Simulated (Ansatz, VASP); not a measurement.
# SiGe3 (Si0.25Ge0.75, diamond-type random alloy) in two plane-wave programs, part 2 of 3

Aim: how closely do two programs agree when they are given the same cell, functional and k mesh? The cell is invented: As first built, before any earlier steps moved the atoms (in the runner's words): 1x2x2 conventional cells of the Ge type (32 atoms: 8 Si, 24 Ge); Ge/Si share their sites, the best of 600 random draws by like-pair counts in two shells; start lattice by linear mixing of the end members' cells; atoms moved at random by 0.02 A. It may not be a known or stable phase. Of the first pair: The structure shown is the end of the Ansatz relaxation below.

VASP 6.6.1 and Ansatz 0.2.0.

So far. Step 3 (VASP: single point, PBE, relaxed cell, pair 1): The run ends at a pressure of -0.11 GPa, with forces up to 0.0054 eV/Å.

### 4. Side by side

Known differences besides the potentials themselves: the cutoff is 520 eV in Ansatz and 500 eV in VASP (PREC = Accurate, projectors in real space); Ansatz's pressure holds a Pulay correction, VASP's none. Total energies have different zeros and are not compared.

Both answers:

```
              quantity  Ansatz   VASP  difference
        pressure (GPa)    0.01  -0.11       +0.11
gap on the k mesh (eV)   0.648  0.651      -0.003
```

At this near-relaxed geometry the largest component of a force difference is 6 meV/Å. A gap on the mesh is an upper bound, since the band edges may lie between its points.

### 5. Ansatz: relaxation, PBEsol

The two programs are compared at the cell with which this relaxation starts, whose forces are those of its first step. The cell compared in this pair holds 702.52 Å³, against 732.00 Å³ for the pair before.

The structure compared here is the start of the Ansatz relaxation; VASP solves that cell, so the two are compared at the walk's first step.

input.yaml reads:

```yaml
crystal:
  lattice:
    - [5.60014, 0.0, 0.0]
    - [0.0, 11.20029, 0.0]
    - [0.0, 0.0, 11.20029]
  atoms:
    - { symbol: Si, position: [0.00402, 0.24997, 0.99779] }
    - { symbol: Si, position: [0.25055, 0.12372, 0.37557] }
    - { symbol: Si, position: [0.75034, 0.37275, 0.37638] }
    - { symbol: Si, position: [0.50222, 0.25169, 0.25018] }
    - { symbol: Si, position: [0.99833, 0.25206, 0.5001] }
    - { symbol: Si, position: [0.5028, 0.4999, 0.9981] }
    - { symbol: Si, position: [0.99856, 0.74768, 0.49836] }
    - { symbol: Si, position: [0.49846, 0.7489, 0.75403] }
    - { symbol: Ge, position: [0.99669, 0.99928, 0.25072] }
    - { symbol: Ge, position: [0.2573, 0.37512, 0.12603] }
    - { symbol: Ge, position: [0.49918, 0.99837, 0.99887] }
    - { symbol: Ge, position: [0.75323, 0.12481, 0.12505] }
    - { symbol: Ge, position: [0.9999, 0.00224, 0.75283] }
    - { symbol: Ge, position: [0.25017, 0.37412, 0.62432] }
    - { symbol: Ge, position: [0.2448, 0.12449, 0.87605] }
    - { symbol: Ge, position: [0.502, 0.99897, 0.49997] }
    - { symbol: Ge, position: [0.74856, 0.37507, 0.87678] }
    - { symbol: Ge, position: [0.50094, 0.24869, 0.74929] }
    - { symbol: Ge, position: [0.74756, 0.12521, 0.62441] }
    - { symbol: Ge, position: [0.99527, 0.49894, 0.25123] }
    - { symbol: Ge, position: [0.246, 0.87319, 0.1255] }
    - { symbol: Ge, position: [0.00722, 0.75054, 0.99851] }
    - { symbol: Ge, position: [0.24885, 0.62585, 0.37764] }
    - { symbol: Ge, position: [0.75537, 0.87318, 0.37411] }
    - { symbol: Ge, position: [0.49915, 0.75, 0.2511] }
    - { symbol: Ge, position: [0.75121, 0.6248, 0.12766] }
    - { symbol: Ge, position: [0.00029, 0.49742, 0.75002] }
    - { symbol: Ge, position: [0.24834, 0.87467, 0.62828] }
    - { symbol: Ge, position: [0.25178, 0.6227, 0.87526] }
    - { symbol: Ge, position: [0.50165, 0.49923, 0.50154] }
    - { symbol: Ge, position: [0.7483, 0.87622, 0.87398] }
    - { symbol: Ge, position: [0.74715, 0.62651, 0.62237] }
kpoints:
  mp_grid: { grid: [3, 2, 2], shift: [0.0, 0.5, 0.5] }
hamiltonian:
  xc: pbesol
scf:
  occupations: { method: fermi_dirac, width: 0.01 }
output:
  forces: true
  stress: true
relax:
  f_tol: 0.02
  max_steps: 45
  cell: { stress_tol: 0.1 }
```

Started as:

```
ansatz run input.yaml --threads 8 --pin off --max-ram 15360MiB --backend cpu --events-out ev --progress --plain --runs-dir out
```

Numbers of over 12 decimals in the logs are rounded to 6 here.

What it wrote:

```text
[...]
Crystal: 32 atoms, lattice volume = 702.518 Å³
Basis set: ecut = 420 eV, 13775 PW (Γ), exchange–correlation on 80×150×150 points (8 copies of the dense FFT grid, shifted against one another)
Bands: 221, of which v1, the nominal top of the filled ones, is band 184 counted from 1 (183 counted from 0)
Symmetry: 1 space group operations
[...]
- { symbol: Ge, position: [0.245572, 0.372509, 0.621924] }
    - { symbol: Ge, position: [0.244564, 0.126432, 0.877257] }
    - { symbol: Ge, position: [0.495736, 1.001786, 0.498381] }
[...]
- { symbol: Ge, position: [0.259523, 0.623510, 0.875128] }
    - { symbol: Ge, position: [0.504830, 0.497101, 0.498391] }
    - { symbol: Ge, position: [0.745348, 0.873121, 0.872963] }
    - { symbol: Ge, position: [0.750059, 0.627230, 0.625039] }
[key lines of the parts left out:]
SCF converged after 6 iterations
Free energy (F): -107055.492841 eV
Fermi energy:    8.171840 eV
P = ⅓ Tr σ = -0.0118 GPa (-0.118 kbar)
```

### 6. VASP: single point, PBEsol, start cell

The same cell, functional, mesh and smearing now go to VASP, with its own data sets.

INCAR reads:

```
SYSTEM = SiGe3
PREC = Accurate
ENCUT = 410
EDIFF = 1E-06
NELM = 120
ISMEAR = -1
SIGMA = 0.01
LREAL = Auto
ALGO = Normal
GGA = PS
NBANDS = 216
LORBIT = 11
LWAVE = .FALSE.
LCHARG = .FALSE.
ISIF = 2
ISYM = 0
LASPH = .TRUE.
GGA_COMPAT = .FALSE.
EFERMI = MIDGAP
KPAR = 4
```

POSCAR reads:

```
SiGe3
1.0
    5.6001400000      0.0000000000      0.0000000000
    0.0000000000     11.2002900000      0.0000000000
    0.0000000000      0.0000000000     11.2002900000
Si Ge
8 24
Direct
    0.0040177567      0.2499667419      0.9977866645
    0.2505473077      0.1237200108      0.3755706325
    0.7503383844      0.3727492770      0.3763831115
    0.5022195874      0.2516899116      0.2501810221
    0.9983321846      0.2520559736      0.5001031223
    0.5028088583      0.4998977705      0.9980991564
    0.9985643216      0.7476770691      0.4983620960
    0.4984518244      0.7489002517      0.7540340473
    0.9966893685      0.9992776973      0.2507167225
    0.2572971390      0.3751242155      0.1260324509
    0.4991839490      0.9983670066      0.9988669936
    0.7532311692      0.1248092683      0.1250503335
    0.9999035738      0.0022410134      0.7528287214
    0.2501723171      0.3741242414      0.6243231202
    0.2447974515      0.1244878481      0.8760487452
    0.5020053070      0.9989741337      0.4999691972
    0.7485527148      0.3750706455      0.8767808691
    0.5009339052      0.2486899893      0.7492930987
    0.7475527398      0.1252110436      0.6244124036
    0.9952786895      0.4989424381      0.2512256379
    0.2459938502      0.8731916763      0.1254967505
    0.0072141054      0.7505430663      0.9985098600
    0.2488509216      0.6258498664      0.3776420075
    0.7553739728      0.8731827479      0.3741063847
    0.4991482356      0.7499984375      0.2511006411
    0.7512133625      0.6247963222      0.1276574089
    0.0002857071      0.4974156919      0.7500162942
    0.2483330774      0.8746737808      0.6282783749
    0.2517794198      0.6226981623      0.8752630512
    0.5016481731      0.4992281450      0.5015405851
    0.7483027210      0.8762183836      0.8739773702
    0.7471420357      0.6265105636      0.6223678137
```

KPOINTS reads:

```
Points of the shifted mesh
12
Reciprocal
 0.0000000000  0.2500000000  0.2500000000 1
 0.0000000000  0.2500000000  0.7500000000 1
 0.0000000000  0.7500000000  0.2500000000 1
 0.0000000000  0.7500000000  0.7500000000 1
 0.3333333333  0.2500000000  0.2500000000 1
 0.3333333333  0.2500000000  0.7500000000 1
 0.3333333333  0.7500000000  0.2500000000 1
 0.3333333333  0.7500000000  0.7500000000 1
 0.6666666667  0.2500000000  0.2500000000 1
 0.6666666667  0.2500000000  0.7500000000 1
 0.6666666667  0.7500000000  0.2500000000 1
 0.6666666667  0.7500000000  0.7500000000 1
```

The projector-augmented-wave data sets are Si and Ge_d (PBE family, release 64).

Started as:

```
mpirun -np 4 vasp_std
```

What it wrote:

```text
[banner, memory and clock lines left out]
running    4 mpi-ranks, on    1 nodes
[...]
|                                                                             |
|               ----> ADVICE to this user running VASP <----                  |
|                                                                             |
|     You enforced a specific xc type in the INCAR file but a different       |
|     [... a line on the potential file left out ...]
|     I HOPE YOU KNOW WHAT YOU ARE DOING!                                     |
|                                                                             |

 LDA part: xc-table for (Slater+PW92), standard interpolation
 POSCAR, INCAR and KPOINTS ok, starting setup
[...]
entering main loop
       N       E                     dE             d eps       ncg     rms          rms(c)
DAV:   1     0.573014654449E+04    0.57301E+04   -0.12475E+05  5776   0.382E+03
DAV:   2     0.113338135878E+04   -0.45968E+04   -0.44461E+04  5184   0.100E+03
DAV:   3     0.569414196665E+01   -0.11277E+04   -0.10650E+04  5408   0.273E+02
DAV:   4    -0.156614696554E+03   -0.16231E+03   -0.15490E+03  5976   0.106E+02
[...]
DAV:  13    -0.163824538996E+03   -0.32834E-04   -0.29428E-04  5904   0.102E-01    0.111E-02
DAV:  14    -0.163824538998E+03   -0.14479E-08   -0.36008E-05  5088   0.995E-02    0.594E-03
DAV:  15    -0.163824538724E+03    0.27381E-06   -0.56018E-06  4976   0.618E-02
   1 F= -.16382454E+03 E0= -.16382454E+03  d E =-.866178E-16
```

OUTCAR, selected parts (step 6):

```text
  Total       -0.3411404      0.1265861      0.0155603     -0.5179936      0.4982284      0.0843168
  in kB       -0.7780120      0.2886950      0.0354871     -1.1813471      1.1362703      0.1922948
  external PRESSURE =      -0.1512766 kB  Pullay stress =       0.0000000 kB

 POSITION                                       TOTAL-FORCE (eV/Angst)
 -----------------------------------------------------------------------------------
      0.02250      2.79970     11.17550        -0.128753      0.156304      0.530609
      1.40310      1.38570      4.20650        -0.032153      0.598865     -0.069931
      4.20200      4.17490      4.21560        -0.112130     -0.128433     -0.067673
      2.81250      2.81900      2.80210         0.017579     -0.439884      0.501772
      5.59080      2.82310      5.60130         0.145634     -0.429519     -0.384185
      2.81580      5.59900     11.17900         0.007492      0.123978      0.493083
      5.59210      8.37420      5.58180         0.162119      0.403192      0.402576
      2.79140      8.38790      8.44540         0.105140      0.035021     -0.465648
      5.58160     11.19220      2.80810         0.535698      0.319020      0.118806
      1.44090      4.20150      1.41160        -0.178942     -0.076345     -0.420740
      2.79550     11.18200     11.18760        -0.114560      0.181641      0.380955
      4.21820      1.39790      1.40060        -0.195931      0.552322     -0.200111
      5.59960      0.02510      8.43190        -0.233238     -0.164878     -0.482040
      1.40100      4.19030      6.99260        -0.159499     -0.225241     -0.087586
[...]
-----------------------------------------------------------------------------------
    total drift:                                0.008742      0.003832     -0.002692

  FREE ENERGIE OF THE ION-ELECTRON SYSTEM (eV)
  ---------------------------------------------------
  free  energy   TOTEN  =      -163.8245387237 eV

  energy  without entropy=     -163.8245387237  energy(sigma->0) =     -163.82453872

[... 1 part as in an earlier step ...]

[... 2 further parts left out ...]
[key lines of the parts left out:]
E-fermi :   5.3824
```

The run ends at a pressure of -0.02 GPa, with forces up to 0.77 eV/Å.

### 7. Differences

What differs besides the data sets and the points named for the pairs above, as far as they apply: the cutoff is 420 eV in Ansatz and 410 eV in VASP (PREC = Accurate, projectors in real space); Ansatz makes its cores anew for this functional, VASP keeps those of its PBE data sets. Total energies have different zeros and are not compared.

Forces on 8 of the 32 atoms, those with the largest forces and the largest differences (eV/Å; atoms numbered as in POSCAR):

```
atom          Ansatz x, y, z            VASP x, y, z
 Si2   -0.032, 0.609, -0.070   -0.032, 0.599, -0.070
 Si4    0.018, -0.442, 0.510    0.018, -0.440, 0.502
 Si5   0.146, -0.432, -0.393   0.146, -0.430, -0.384
 Ge9     0.538, 0.321, 0.121     0.536, 0.319, 0.119
Ge12   -0.195, 0.556, -0.201   -0.196, 0.552, -0.200
Ge22   -0.597, -0.221, 0.088   -0.594, -0.222, 0.090
Ge26  -0.238, -0.079, -0.730  -0.237, -0.077, -0.727
Ge32     0.167, 0.295, 0.575     0.167, 0.289, 0.574
```

The forces differ by 2.6 meV/Å r.m.s., which is 0.9 % of the r.m.s. force of 0.290 eV/Å (both taken over all components).

### 8. Ansatz: relaxation, PBE

The two programs are compared at the cell with which this relaxation starts, whose forces are those of its first step.

The structure compared here is the start of the Ansatz relaxation; VASP solves that cell, so the two are compared at the walk's first step.

input.yaml reads:

```yaml
crystal:
  lattice:
    - [5.60014, 0.0, 0.0]
    - [0.0, 11.20029, 0.0]
    - [0.0, 0.0, 11.20029]
  atoms:
    - { symbol: Si, position: [0.49547, 0.00048, 0.00028] }
    - { symbol: Si, position: [0.74933, 0.37051, 0.37404] }
    - { symbol: Si, position: [0.49983, 0.2502, 0.24727] }
    - { symbol: Si, position: [0.74829, 0.12325, 0.62356] }
    - { symbol: Si, position: [0.00379, 0.49856, 0.24994] }
    - { symbol: Si, position: [0.25316, 0.87396, 0.6248] }
    - { symbol: Si, position: [0.00039, 0.75011, 0.49781] }
    - { symbol: Si, position: [0.50027, 0.50243, 0.49724] }
    - { symbol: Ge, position: [0.00307, 0.00021, 0.24885] }
    - { symbol: Ge, position: [0.25714, 0.37636, 0.12286] }
    - { symbol: Ge, position: [0.00027, 0.25103, 0.99966] }
    - { symbol: Ge, position: [0.25244, 0.12488, 0.37619] }
    - { symbol: Ge, position: [0.75514, 0.12379, 0.12536] }
    - { symbol: Ge, position: [0.99835, 0.00023, 0.74788] }
    - { symbol: Ge, position: [0.24793, 0.37465, 0.6266] }
    - { symbol: Ge, position: [0.00409, 0.24764, 0.49858] }
    - { symbol: Ge, position: [0.25231, 0.12144, 0.87417] }
    - { symbol: Ge, position: [0.49965, 0.00224, 0.50123] }
    - { symbol: Ge, position: [0.74883, 0.37434, 0.87455] }
    - { symbol: Ge, position: [0.50544, 0.24924, 0.74946] }
    - { symbol: Ge, position: [0.25126, 0.87478, 0.12465] }
    - { symbol: Ge, position: [0.99602, 0.74998, 0.99921] }
    - { symbol: Ge, position: [0.25416, 0.62617, 0.37496] }
    - { symbol: Ge, position: [0.50239, 0.49939, 0.00188] }
    - { symbol: Ge, position: [0.74998, 0.87604, 0.37269] }
    - { symbol: Ge, position: [0.50124, 0.74699, 0.24637] }
    - { symbol: Ge, position: [0.74891, 0.62339, 0.12529] }
    - { symbol: Ge, position: [0.00802, 0.49851, 0.74889] }
    - { symbol: Ge, position: [0.25073, 0.62588, 0.87468] }
    - { symbol: Ge, position: [0.74926, 0.87625, 0.87593] }
    - { symbol: Ge, position: [0.49631, 0.74986, 0.75006] }
    - { symbol: Ge, position: [0.74623, 0.62546, 0.62347] }
kpoints:
  mp_grid: { grid: [3, 2, 2], shift: [0.0, 0.5, 0.5] }
hamiltonian:
  xc: pbe
scf:
  occupations: { method: fermi_dirac, width: 0.01 }
output:
  forces: true
  stress: true
relax:
  f_tol: 0.02
  max_steps: 45
  cell: { stress_tol: 0.1 }
```

Started as:

```
ansatz run input.yaml --threads 8 --pin off --max-ram 15360MiB --backend cpu --events-out ev --progress --plain --runs-dir out
```

What it wrote:

```text
[...]
Crystal: 32 atoms, lattice volume = 702.518 Å³
Basis set: ecut = 420 eV, 13775 PW (Γ), exchange–correlation on 80×150×150 points (8 copies of the dense FFT grid, shifted against one another)
Bands: 221, of which v1, the nominal top of the filled ones, is band 184 counted from 1 (183 counted from 0)
Symmetry: 1 space group operations
[...]
- { symbol: Ge, position: [1.000752, -0.000674324, 0.744949] }
    - { symbol: Ge, position: [0.256147, 0.375394, 0.620247] }
    - { symbol: Ge, position: [-0.00889742, 0.251046, 0.497325] }
[...]
- { symbol: Ge, position: [0.251092, 0.625355, 0.873731] }
    - { symbol: Ge, position: [0.745500, 0.877345, 0.874586] }
    - { symbol: Ge, position: [0.495690, 0.751871, 0.745374] }
    - { symbol: Ge, position: [0.750504, 0.625145, 0.618830] }
[key lines of the parts left out:]
SCF converged after 8 iterations
Free energy (F): -108165.584939 eV
Fermi energy:    7.789040 eV
P = ⅓ Tr σ = -0.0112 GPa (-0.112 kbar)
```

(Continued in part 3 of 3.)

[Lines on the potential files, build, host, timing and source positions are cut from VASP's logs without a mark.]

[Logs are printed without paths, hosts, clocks, repeated set-up lines and the standing remarks that a program may print on its own settings, such as how far it seeks lower states.]

[Hosts, paths, dates, database ids (printed as entryN), source tags and the programs' standing remarks are cut or masked in the printed files.]
